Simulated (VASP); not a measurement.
Consider the following.

```
CELL_PARAMETERS angstrom
      4.19262     0.00000     0.00000
      0.00000     4.19262     0.00000
      0.00000     0.00000     4.19262
ATOMIC_POSITIONS crystal
  K  0.00000 0.00000 0.00000
  Zn 0.50000 0.50000 0.50000
  F  0.50000 0.00000 0.50000
  F  0.00000 0.50000 0.50000
  F  0.50000 0.50000 0.00000
```

Calculation: revPBE GGA, VASP's PBE PAW potentials (set 64) (plane waves; VASP). Numerical set-up: 520 eV cut-off, 6×6×6 Γ-centred mesh, tetrahedra with Blöchl corrections, potentials K_sv Zn F.

The cores are frozen, which limits the accuracy of field gradients.

Question: Give the principal components of the electric field gradient (V/Å²) and the asymmetry η at each nucleus.

Answer: 
```
atom    Vxx    Vyy    Vzz     η
----  -----  -----  -----  ----
K1      0.0    0.0    0.0     -
Zn2     0.0    0.0    0.0     -
F3    -53.9  -53.9  107.9  0.00
F4    -53.9  -53.9  107.9  0.00
F5    -53.9  -53.9  107.9  0.00
```

The compound is KZnF3 in the cubic perovskite structure. It was relaxed first, which changed the volume by +11 %.
